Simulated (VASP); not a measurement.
Output of a VASP run:

### OUTCAR
```
 ion  position               nearest neighbor table
   1  0.000  0.000  0.000-
  LATTYP: Found a face centered cubic cell.
 ALAT       =     4.9500000000
 Subroutine PRICEL returns:
 Original cell was already a primitive cell.
 Subroutine GETGRP returns: Found 48 space group operations
The static configuration has the point symmetry O_h .
The dynamic configuration has the point symmetry O_h .
 Subroutine INISYM returns: Found 48 space group operations
 Subroutine IBZKPT returns following result:
 Found     56 irreducible k-points:

 Following reciprocal coordinates:
            Coordinates               Weight
  0.000000  0.000000  0.000000      1.000000
  0.090909  0.000000  0.000000      8.000000
  0.181818  0.000000  0.000000      8.000000
  0.272727  0.000000  0.000000      8.000000
  0.363636  0.000000  0.000000      8.000000
  0.454545  0.000000  0.000000      8.000000
  0.090909  0.090909  0.000000      6.000000
  0.181818  0.090909  0.000000     24.000000
  0.272727  0.090909  0.000000     24.000000
  0.363636  0.090909  0.000000     24.000000
  0.454545  0.090909  0.000000     24.000000
 -0.454545  0.090909  0.000000     24.000000
 -0.363636  0.090909  0.000000     24.000000
 -0.272727  0.090909  0.000000     24.000000
 -0.181818  0.090909  0.000000     24.000000
 -0.090909  0.090909  0.000000     12.000000
  0.181818  0.181818  0.000000      6.000000
  0.272727  0.181818  0.000000     24.000000
  0.363636  0.181818  0.000000     24.000000
  0.454545  0.181818  0.000000     24.000000
 -0.454545  0.181818  0.000000     24.000000
 -0.363636  0.181818  0.000000     24.000000
 -0.272727  0.181818  0.000000     24.000000
 -0.181818  0.181818  0.000000     12.000000
  0.272727  0.272727  0.000000      6.000000
  0.363636  0.272727  0.000000     24.000000
  0.454545  0.272727  0.000000     24.000000
 -0.454545  0.272727  0.000000     24.000000
 -0.363636  0.272727  0.000000     24.000000
 -0.272727  0.272727  0.000000     12.000000
  0.363636  0.363636  0.000000      6.000000
  0.454545  0.363636  0.000000     24.000000
 -0.454545  0.363636  0.000000     24.000000
 -0.363636  0.363636  0.000000     12.000000
  0.454545  0.454545  0.000000      6.000000
 -0.454545  0.454545  0.000000     12.000000
  0.272727  0.181818  0.090909     24.000000
  0.363636  0.181818  0.090909     48.000000
  0.454545  0.181818  0.090909     48.000000
 -0.454545  0.181818  0.090909     48.000000
   k-points           NKPTS =     56   k-points in BZ     NKDIM =     56   number of bands    NBANDS=     11
   number of dos      NEDOS =    301   number of ions     NIONS =      1
   total plane-waves  NPLWV =  21952
   dimension x,y,z NGX =    28 NGY =   28 NGZ =   28
   dimension x,y,z NGXF=    56 NGYF=   56 NGZF=   56
   ions per type =               1
   PREC   = accura    normal or accurate (medium, high low for compatibility)
   ISTART =      0    job   : 0-new  1-cont  2-samecut
   ICHARG =      2    charge: 1-file 2-atom 10-const
   ISPIN  =      1    spin polarized calculation?
   LNONCOLLINEAR =      F non collinear calculations
   LSORBIT =      F    spin-orbit coupling
   INIWAV =      1    electr: 0-lowe 1-rand  2-diag
   ENCUT  =  520.0 eV  38.22 Ry    6.18 a.u.   6.51  6.51  6.51*2*pi/ulx,y,z
   NELM   =    100;   NELMIN=  2; NELMDL= -5     # of ELM steps
   EDIFF  = 0.1E-05   stopping-criterion for ELM
   LREAL  =      F    real-space projection
   NLSPLINE    = F    spline interpolate recip. space projectors
   LMAXMIX     =    4 max onsite mixed and CHGCAR
   VOSKOWN=      0    Vosko Wilk Nusair interpolation
   EDIFFG = -.1E-01   stopping-criterion for IOM
   NSW    =     60    number of steps for IOM
   NBLOCK =      1;   KBLOCK =     60    inner block; outer block
   IBRION =      2    ionic relax: 0-MD 1-quasi-New 2-CG
   NFREE  =      1    steps in history (QN), initial steepest desc. (CG)
...
```

### OSZICAR
```
       N       E                     dE             d eps       ncg     rms          rms(c)
DAV:   1     0.103007337189E+03    0.10301E+03   -0.75133E+03  1250   0.151E+03
DAV:   2     0.100842591707E+01   -0.10200E+03   -0.10017E+03  1268   0.326E+02
DAV:   3    -0.345576317006E+01   -0.44642E+01   -0.44410E+01  1485   0.789E+01
DAV:   4    -0.356259065535E+01   -0.10683E+00   -0.10674E+00  1477   0.137E+01
DAV:   5    -0.356728432507E+01   -0.46937E-02   -0.46935E-02  1594   0.253E+00    0.529E-01
DAV:   6    -0.355799332210E+01    0.92910E-02   -0.15195E-02  1501   0.236E+00    0.264E-01
DAV:   7    -0.355575216685E+01    0.22412E-02   -0.66720E-03  1451   0.149E+00    0.892E-02
DAV:   8    -0.355569543601E+01    0.56731E-04   -0.40443E-04  1442   0.386E-01    0.106E-02
DAV:   9    -0.355569123103E+01    0.42050E-05   -0.11443E-05  1644   0.641E-02    0.520E-03
DAV:  10    -0.355568992726E+01    0.13038E-05   -0.97446E-07   837   0.127E-02    0.491E-04
DAV:  11    -0.355568999521E+01   -0.67946E-07   -0.17994E-07   733   0.961E-03
   1 F= -.39653611E+01 E0= -.39653507E+01  d E =-.396536E+01
```

File OUTCAR:
```
------------------------ aborting loop because EDIFF is reached ----------------------------------------
 Edisp (eV)   -0.40967
  FORCE on cell =-STRESS in cart. coord.  units (eV):
  Direction    XX          YY          ZZ          XY          YZ          ZX
  --------------------------------------------------------------------------------------
  Total       0.00253     0.00253     0.00253     0.00000    -0.00000    -0.00000
  in kB       0.13393     0.13393     0.13393     0.00000    -0.00000    -0.00000
  external pressure =        0.13 kB  Pullay stress =        0.00 kB
  volume of cell :       30.32
      direct lattice vectors                 reciprocal lattice vectors
     0.000000000  2.475000000  2.475000000    -0.202020202  0.202020202  0.202020202
     2.475000000  0.000000000  2.475000000     0.202020202 -0.202020202  0.202020202
     2.475000000  2.475000000  0.000000000     0.202020202  0.202020202 -0.202020202
 POSITION                                       TOTAL-FORCE (eV/Angst)
 -----------------------------------------------------------------------------------
      0.00000      0.00000      0.00000         0.000000      0.000000      0.000000
 -----------------------------------------------------------------------------------
    total drift:                               -0.000000     -0.000000     -0.000000
  FREE ENERGIE OF THE ION-ELECTRON SYSTEM (eV)
  ---------------------------------------------------
  free  energy   TOTEN  =        -3.9653610825 eV

  energy  without entropy=       -3.9653300632  energy(sigma->0) =       -3.96535074

 reached required accuracy - stopping structural energy minimisation
```
(Selected blocks of OUTCAR.)

### POSCAR
```
Pb
1
    0.0000000000     2.4750000000     2.4750000000
    2.4750000000     0.0000000000     2.4750000000
    2.4750000000     2.4750000000     0.0000000000
Pb
1
Direct
  0.0000000000   0.0000000000   0.0000000000
```

Question: Write an INCAR and KPOINTS that could have produced this output.

Answer: One answer among several that fit: the input of the run itself, PBE GGA with D3 dispersion (Becke-Johnson damping), plane waves, VASP's PBE PAW potentials (set 64).

### KPOINTS
```
Automatic mesh
0
Gamma
11 11 11
0 0 0
```

### INCAR
```
EDIFF = 1E-6
NSW = 60   ! most ionic steps
LREAL = .False.
LCHARG = .False.
GGA = PE
NELM = 100   ! most electronic steps
PREC = Accurate
LASPH = .True.   ! aspherical one-centre terms
IVDW = 12   ! D3, Becke-Johnson
SYSTEM = Pb
IBRION = 2
ENCUT = 520   ! plane-wave cut-off (eV)
SIGMA = 0.1   ! width (eV)
LMAXMIX = 4
EDIFFG = -0.01   ! ionic stop
LWAVE = .False.
ISMEAR = 1   ! Methfessel-Paxton
ISIF = 3
ALGO = Normal   ! blocked Davidson
```

POTCAR, in this order: Pb_d (PBE.64 set). Program: vasp_std.

The compound is Pb in the fcc structure. The cell was not relaxed at this level.
